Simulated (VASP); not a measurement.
```xyz
4
Lattice="1.9039 -5.0312 0.0000 1.9039 5.0312 0.0000 0.0000 0.0000 3.7521" Properties=species:S:1:pos:R:3 pbc="T T T"
P      1.9039    -0.6440     0.9380
P      1.9039     0.6440     2.8141
Cu     1.9039    -3.5697     0.9380
Cu     1.9039     3.5697     2.8141
```

Method: PBE GGA, VASP's PBE PAW potentials (set 64) (plane waves; VASP). Numerical set-up: 400 eV cut-off, 9×9×8 Γ-centred mesh, Gaussian smearing of 0.050 eV, potentials P Cu.

Problem. Which forces act on the atoms, in eV/Å?

Solution. 
```
atom     Fx      Fy     Fz
----  -----  ------  -----
P1    0.000  -1.157  0.000
P2    0.000   1.157  0.000
Cu3   0.000   0.109  0.000
Cu4   0.000  -0.109  0.000
```

Problem. Give the stress tensor in GPa (positive for a compressed cell).

Solution. 
```
-10.40    0.00    0.00
  0.00   -9.76    0.00
  0.00    0.00   -8.09
```
The pressure is its mean diagonal, -9.41 GPa.

The structure was generated: CuP was put into the CrB type (Cmcm), which need not be its known phase. The cell was not relaxed at this level. The run is one of a series of settings (KPOINTS 9×9×8 Γ-centred mesh against the base run), some of them coarse on purpose.
